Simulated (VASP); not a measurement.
Calculation: LDA (Ceperley-Alder, Perdew-Zunger), VASP's LDA PAW potentials (set 64) (plane waves; VASP).

The input files of a VASP run:

**INCAR**
```
# general
SYSTEM   =  MgI2
PREC     =  Accurate
ENCUT    =  500
LREAL    =  .FALSE.
LASPH    =  .TRUE.

# electronic loop
EDIFF    =  1E-6
NELM     =  100
ALGO     =  Normal
LMAXMIX  =  4

# smearing
ISMEAR   =  0
SIGMA    =  0.05

# ions
IBRION   =  2
NSW      =  40
ISIF     =  3
EDIFFG   =  -0.02

# output
LWAVE    =  .FALSE.
LCHARG   =  .FALSE.
```

File KPOINTS:
```
Automatic mesh
0
Gamma
6 6 4
0 0 0
```

**POSCAR**
```
MgI2
1
    2.0372276561    -3.5285814045    -0.0000000000
    2.0372276561     3.5285814045     0.0000000000
    0.0000000000     0.0000000000     6.6830888505
Mg I
1 2
Direct
  1.0000000000   1.0000000000   0.0000000000
  0.3333330000   0.6666670000   0.2474741560
  0.6666670000   0.3333330000   0.7525258440
```

POTCAR, in this order: Mg I (LDA.64 set). Program: vasp_std.

Output

### OUTCAR
```
 ion  position               nearest neighbor table
   1  0.000  0.000  0.000-   2 2.88   3 2.88   3 2.88   2 2.88   3 2.88   2 2.88
   2  0.333  0.667  0.247-   1 2.88   1 2.88   1 2.88
   3  0.667  0.333  0.753-   1 2.88   1 2.88   1 2.88
  LATTYP: Found a hexagonal cell.
 ALAT       =     4.0744549637
 C/A-ratio  =     1.6402411881
 Subroutine PRICEL returns:
 Original cell was already a primitive cell.
 Subroutine GETGRP returns: Found 12 space group operations
The static configuration has the point symmetry D_3d.
The dynamic configuration has the point symmetry D_3d.
 Subroutine INISYM returns: Found 12 space group operations
 Subroutine IBZKPT returns following result:
 Found     24 irreducible k-points:

 Following reciprocal coordinates:
            Coordinates               Weight
  0.000000  0.000000  0.000000      1.000000
  0.166667  0.000000  0.000000      6.000000
  0.333333  0.000000  0.000000      6.000000
  0.500000  0.000000  0.000000      3.000000
  0.166667  0.166667  0.000000      6.000000
  0.333333  0.166667  0.000000     12.000000
  0.333333  0.333333  0.000000      2.000000
  0.000000  0.000000  0.250000      2.000000
  0.166667  0.000000  0.250000      6.000000
  0.000000  0.166667  0.250000      6.000000
  0.333333  0.000000  0.250000      6.000000
  0.000000  0.333333  0.250000      6.000000
  0.500000  0.000000  0.250000      6.000000
  0.166667  0.166667  0.250000     12.000000
  0.333333  0.166667  0.250000     12.000000
 -0.166667  0.500000  0.250000     12.000000
  0.333333  0.333333  0.250000      4.000000
  0.000000  0.000000  0.500000      1.000000
  0.166667  0.000000  0.500000      6.000000
  0.333333  0.000000  0.500000      6.000000
  0.500000  0.000000  0.500000      3.000000
  0.166667  0.166667  0.500000      6.000000
...
```

OSZICAR:
```
       N       E                     dE             d eps       ncg     rms          rms(c)
DAV:   1     0.764022094239E+02    0.76402E+02   -0.58934E+03   584   0.103E+03
DAV:   2    -0.358800126580E+01   -0.79990E+02   -0.73327E+02   848   0.150E+02
DAV:   3    -0.914929287467E+01   -0.55613E+01   -0.55401E+01   728   0.479E+01
DAV:   4    -0.925112081022E+01   -0.10183E+00   -0.10180E+00   740   0.796E+00
DAV:   5    -0.925284167460E+01   -0.17209E-02   -0.17207E-02   736   0.100E+00    0.444E+00
DAV:   6    -0.913040804198E+01    0.12243E+00   -0.12625E-01   616   0.191E+00    0.294E+00
DAV:   7    -0.909836702096E+01    0.32041E-01   -0.11792E-01   664   0.186E+00    0.531E-01
DAV:   8    -0.909558315830E+01    0.27839E-02   -0.10253E-02   628   0.604E-01    0.212E-01
DAV:   9    -0.909553561526E+01    0.47543E-04   -0.57629E-04   716   0.161E-01    0.877E-02
DAV:  10    -0.909552861779E+01    0.69975E-05   -0.28501E-05   684   0.411E-02    0.397E-02
DAV:  11    -0.909552752303E+01    0.10948E-05   -0.37665E-06   692   0.139E-02    0.242E-02
DAV:  12    -0.909552736846E+01    0.15457E-06   -0.35494E-07   412   0.427E-03
   1 F= -.90955274E+01 E0= -.90955274E+01  d E =-.909553E+01
```

File OUTCAR:
```
------------------------ aborting loop because EDIFF is reached ----------------------------------------
  FORCE on cell =-STRESS in cart. coord.  units (eV):
  Direction    XX          YY          ZZ          XY          YZ          ZX
  --------------------------------------------------------------------------------------
  Total       -0.0096241     -0.0096241      0.0135500     -0.0000000      0.0000000      0.0000000
  in kB       -0.1604809     -0.1604808      0.2259446     -0.0000000      0.0000000      0.0000000
  external PRESSURE =      -0.0316724 kB  Pullay stress =       0.0000000 kB
  volume of cell :       96.08
      direct lattice vectors                 reciprocal lattice vectors
     2.037227656 -3.528581405  0.000000000     0.245431579 -0.141700004  0.000000000
     2.037227656  3.528581405  0.000000000     0.245431579  0.141700004  0.000000000
     0.000000000  0.000000000  6.683088850     0.000000000  0.000000000  0.149631409
 POSITION                                       TOTAL-FORCE (eV/Angst)
 -----------------------------------------------------------------------------------
      0.00000      0.00000      0.00000        -0.000000      0.000000      0.000000
      2.03723      1.17620      1.65389         0.000000      0.000000      0.008232
      2.03723     -1.17620      5.02920        -0.000000     -0.000000     -0.008232
 -----------------------------------------------------------------------------------
    total drift:                                0.000000      0.000000      0.000000
  FREE ENERGIE OF THE ION-ELECTRON SYSTEM (eV)
  ---------------------------------------------------
  free  energy   TOTEN  =        -9.0955273685 eV

  energy  without entropy=       -9.0955273685  energy(sigma->0) =       -9.09552737

 reached required accuracy - stopping structural energy minimisation
```
(Selected blocks of OUTCAR.)

The compound is MgI2 in the 1T layered structure. It was relaxed first, which changed the volume by -6 %.
